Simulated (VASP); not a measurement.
MoI:

```
CELL_PARAMETERS angstrom
3.62326 0.00000 0.00000
0.00000 3.62326 0.00000
0.00000 0.00000 5.04208
ATOMIC_POSITIONS crystal
Mo 0.50000 0.50000 0.50000
I 0.00000 0.00000 0.50000
```

The cell was built by a generator and needn't be a form met in nature.

- Program: VASP 6.6.1
- Task: relaxation of cell and atoms
- Functional: LDA
- Potentials or basis: VASP PAW LDA potentials, release 64 (Mo_sv, I)
- Cutoff: 600 eV
- k mesh: 5 × 5 × 4
- Occupations: fermi-dirac, width 0.05 eV
- Spin: spin-orbit coupling, no magnetisation

At the start: pressure 6.0 GPa; volume 33.10 Å³/atom.

Problem. How do energy, volume and symmetry change on relaxing?

Solution. Over 17 steps the energy falls by 667.6 meV/atom and the volume is 22.50 Å³/atom (-32.0 %); space group P4/mmm (No. 123, to 0.05 Å).

Step by step:
| step | energy change (eV) | largest force (eV/Å) | pressure (GPa) | volume (Å³) |
| --- | --- | --- | --- | --- |
| 1 | 0.0000 | 0.0000 | 5.97 | 66.19 |
| 2 | 0.1640 | 0.0000 | -8.19 | 78.24 |
| 3 | -0.1644 | 0.0000 | -1.98 | 70.81 |
| 4 | -0.1649 | 0.0000 | -1.69 | 70.57 |
| 5 | -0.2288 | 0.0000 | -2.06 | 68.13 |
| 6 | -0.5014 | 0.0000 | -3.31 | 60.75 |
| 7 | -1.3300 | 0.0000 | -1.23 | 45.76 |
| 8 | -1.0935 | 0.0000 | 8.88 | 40.31 |
| 9 | -1.3227 | 0.0000 | 0.85 | 44.33 |
| 10 | -1.3346 | 0.0000 | -0.56 | 45.25 |
| 11 | -1.3237 | 0.0000 | 2.42 | 44.21 |
| 12 | -1.3350 | 0.0000 | -0.12 | 45.08 |
| 13 | -1.3350 | 0.0000 | -0.14 | 45.08 |
| 14 | -1.3323 | 0.0000 | 1.11 | 44.64 |
| 15 | -1.3350 | 0.0000 | -0.10 | 45.07 |
| 16 | -1.3349 | 0.0000 | 0.24 | 44.85 |
| 17 | -1.3351 | 0.0000 | 0.01 | 44.99 |

Final structure:
```
Mo I
1.0
     3.78789    0.00000    0.00000
     0.00000    3.78789    0.00000
     0.00000    0.00000    3.13593
Mo I
1 1
Direct
  0.50000 0.50000 0.50000
  0.00000 0.00000 0.50000
```

Caveat: the volume moved by over 15 % at a fixed basis, so the end points are rough.
